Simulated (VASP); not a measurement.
CsPbBr$_{3}$ (cubic perovskite): the bulk modulus from VASP (plane waves, PAW) at several levels of theory. Static lattice, third-order Birch-Murnaghan fit over five volumes.

```
level         bulk modulus (GPa)
------------  ------------------
PBE                         18.6
RPBE                        15.5
AM05                        19.0
PBE-D3(BJ)                  20.8
optB88-vdW                  21.7
rev-vdW-DF2                 21.2
revTPSS                     19.0
r2SCAN+rVV10                22.9
```

The cell of the PBE run:

```
CELL_PARAMETERS angstrom
      6.01139     0.00000     0.00000
      0.00000     6.01139     0.00000
      0.00000     0.00000     6.01139
ATOMIC_POSITIONS crystal
  Cs 0.00000 0.00000 0.00000
  Pb 0.50000 0.50000 0.50000
  Br 0.50000 0.00000 0.50000
  Br 0.00000 0.50000 0.50000
  Br 0.50000 0.50000 0.00000
```

Only levels that ran to the end are used. Left out are those held back, those with too coarse a band path, GW runs whose mesh misses a band edge, hybrids' fits of cells that aren't cubic and levels without matching references; a question may draw on a part of the rest.

The compound is CsPbBr3 in the cubic perovskite structure, the ideal cubic form; the compound distorts at low or room temperature.
